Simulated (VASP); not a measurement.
An input for Quantum ESPRESSO's pw.x (written as the equivalent of a VASP run, and not itself run):

```
&CONTROL
  calculation = 'vc-relax'
  pseudo_dir = './pseudo'
  outdir = './out'
  tprnfor = .true.
  tstress = .true.
  nstep = 30
  forc_conv_thr = 0.00039
/
&SYSTEM
  ibrav = 0
  nat = 4
  ntyp = 2
  ecutwfc = 84
  occupations = 'smearing'
  smearing = 'gaussian'
  degauss = 0.003675
  input_dft = 'vdw-df2'
/
&ELECTRONS
  conv_thr = 7.3e-09
  electron_maxstep = 100
/
&IONS
/
&CELL
  cell_dofree = 'shape'
/
ATOMIC_SPECIES
  Zn 65.380 Zn.upf
  O 15.999 O.upf
CELL_PARAMETERS angstrom
     1.6517763   -2.8609610    0.0000000
     1.6517763    2.8609610    0.0000000
     0.0000000    0.0000000    5.3514159
ATOMIC_POSITIONS crystal
  Zn   0.6666670  0.3333330  0.5018901
  Zn   0.3333330  0.6666670  0.0018901
  O    0.6666670  0.3333330  0.8801099
  O    0.3333330  0.6666670  0.3801099
K_POINTS automatic
  8 8 4 0 0 0
```

### Question
Write the VASP files for the same calculation (vdW-DF2).

### Answer
One answer among several that fit: 
KPOINTS:
```
Automatic mesh
0
Gamma
8 8 4
0 0 0
```

**INCAR**
```
LWAVE = .FALSE.
ALGO = Normal   ! blocked Davidson
NSW = 30   ! most ionic steps
ENCUT = 520
LCHARG = .FALSE.
ISIF = 4
ZAB_VDW = -1.8867
LUSE_VDW = .TRUE.
ISMEAR = 0
AGGAC = 0.0
EDIFFG = -0.01   ! ionic stop
GGA = ML
PREC = Accurate
LASPH = .TRUE.   ! aspherical one-centre terms
LREAL = .FALSE.   ! projection in real space or not
LMAXMIX = 4   ! l cut-off of mixed one-centre charges
EDIFF = 1E-7
SIGMA = 0.05   ! width (eV)
SYSTEM = ZnO
IBRION = 2
NELM = 100   ! most electronic steps
```

POSCAR:
```
ZnO
1
    1.6517763200    -2.8609609770     0.0000000000
    1.6517763200     2.8609609770     0.0000000000
    0.0000000000     0.0000000000     5.3514159137
Zn O
2 2
Direct
  0.6666670000   0.3333330000   0.5018901245
  0.3333330000   0.6666670000   0.0018901245
  0.6666670000   0.3333330000   0.8801098755
  0.3333330000   0.6666670000   0.3801098755
```

POTCAR, in this order: Zn O (PBE.64 set). Program: vasp_std.

The two are equivalent in intent, not identical: the potentials are each code's own (VASP's PAW set, PseudoDojo norm-conserving files in pw.x), so ENCUT and ecutwfc are chosen apart and not converted; conv_thr bounds pw.x's estimated SCF error, while EDIFF bounds the energy change between steps; forc_conv_thr acts on force components and is met together with etot_conv_thr.

The compound is ZnO in the wurtzite structure. This cell is one point of a volume scan, at 0.97 of the reference volume. Symmetry was kept, so distortions that lower it aren't found.
